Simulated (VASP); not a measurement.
Si7P:

```
Si P
1.0
     6.16453    0.00000    0.00000
    -3.08227    5.33864    0.00000
     0.00000    0.00000    4.84089
Si P
7 1
Direct
  0.99951 0.49976 0.50000
  0.50024 0.49976 0.50000
  0.50024 0.00049 0.50000
  0.16212 0.32425 0.00000
  0.16212 0.83788 0.00000
  0.67575 0.83788 0.00000
  0.66667 0.33333 0.00000
  0.00000 0.00000 0.50000
```

The cell was built by a generator and needn't be a form met in nature.

```yaml
Program: VASP 6.6.1
Task: relaxation of cell and atoms
Functional: PBE
Potentials_or_basis: VASP PAW PBE potentials, release 64 (Si, P)
Cutoff: 520 eV
k_mesh: 3 × 3 × 4
Occupations: gaussian, width 0.15 eV
Spin: no spin polarisation
```

At the start: pressure -14.7 GPa; volume 19.91 Å³/atom.

**Question.** How do energy, volume and symmetry change on relaxing?

**Answer.** Over 14 steps the energy falls by 344.0 meV/atom and the volume is 14.55 Å³/atom (-26.9 %); space group P-6m2 (No. 187, to 0.05 Å).

The path:
```csv
step,energy change (eV),largest force (eV/Å),pressure (GPa),volume (Å³)
1,0.0000,0.2468,-14.71,159.31
2,-2.6300,0.2536,-3.75,120.76
3,-2.6952,0.2707,-0.31,115.77
4,-2.6950,0.2735,0.34,114.99
5,-2.7070,0.2609,0.26,114.90
6,-2.7191,0.1512,0.35,114.64
7,-2.7202,0.2093,0.27,114.72
8,-2.7268,0.1795,0.33,114.77
9,-2.7410,0.0901,0.56,114.91
10,-2.7388,0.1790,1.29,115.19
11,-2.7454,0.1264,0.82,115.03
12,-2.7490,0.1130,0.46,115.55
13,-2.7511,0.0955,-0.10,116.37
14,-2.7522,0.0781,-0.12,116.42
```

Final structure:
```yaml
crystal:
  lattice:
    - [5.56308, 0.00000, 0.00000]
    - [-2.78154, 4.81777, 0.00000]
    - [0.00000, 0.00000, 4.34392]
  atoms:
    - { symbol: Si, position: [0.02182, 0.51091, 0.50000] }
    - { symbol: Si, position: [0.48909, 0.51091, 0.50000] }
    - { symbol: Si, position: [0.48909, 0.97818, 0.50000] }
    - { symbol: Si, position: [0.16139, 0.32278, 0.00000] }
    - { symbol: Si, position: [0.16139, 0.83861, 0.00000] }
    - { symbol: Si, position: [0.67722, 0.83861, 0.00000] }
    - { symbol: Si, position: [0.66667, 0.33333, 0.00000] }
    - { symbol: P, position: [0.00000, 0.00000, 0.50000] }
```

Caveat: the k mesh is coarse (spacing up to 0.39 Å⁻¹), so the values aren't converged; the volume moved by over 15 % at a fixed basis, so the end points are rough; the relaxation stopped at a loose force limit of 0.08 eV/Å, so its end isn't a converged minimum.
